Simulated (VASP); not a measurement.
Data:

```
CELL_PARAMETERS angstrom
      3.75100     0.00000     0.00000
      0.00000     3.75100     0.00000
      0.00000     0.00000     3.75100
ATOMIC_POSITIONS crystal
  Y  0.49971 0.49988 0.50102
  Tl 0.00029 0.00013 0.99898
```

Method: PBEsol GGA, VASP's PBE PAW potentials (set 64) (plane waves; VASP). Numerical set-up: 300 eV cut-off, 7×7×7 Γ-centred mesh, Gaussian smearing of 0.050 eV, potentials Y_sv Tl_d.

At this cut-off the stress carries a Pulay error, which pulls relaxed volumes low. Energy and stress use the plane-wave basis of the starting cell.

### Question
The ions, cell shape and volume are relaxed. Give the cell that the relaxation ends in.

### Answer

```
CELL_PARAMETERS angstrom
      3.72337     0.00000    -0.00003
      0.00000     3.72338    -0.00001
     -0.00003    -0.00001     3.72329
ATOMIC_POSITIONS crystal
  Y  0.49995 0.49998 0.50016
  Tl 0.00005 0.00002 0.99984
```
Space group Pm-3m (221), at a tolerance of 0.03 Å.

### Question
How do energy and volume change from the first to the last step?

### Answer
The energy (σ→0) changes by -2.4 meV/atom and the volume by -2.2 %, in 6 ionic steps.

The structure comes from a measured YTl entry of the Crystallography Open Database, whose conditions weren't checked. In the starting cell atoms are displaced from their ideal sites. This run relaxes it. The run is one of a series of settings (EDIFFG = -0.01, IBRION = 2, ISIF = 3, NSW = 50 against the base run), some of them coarse on purpose.
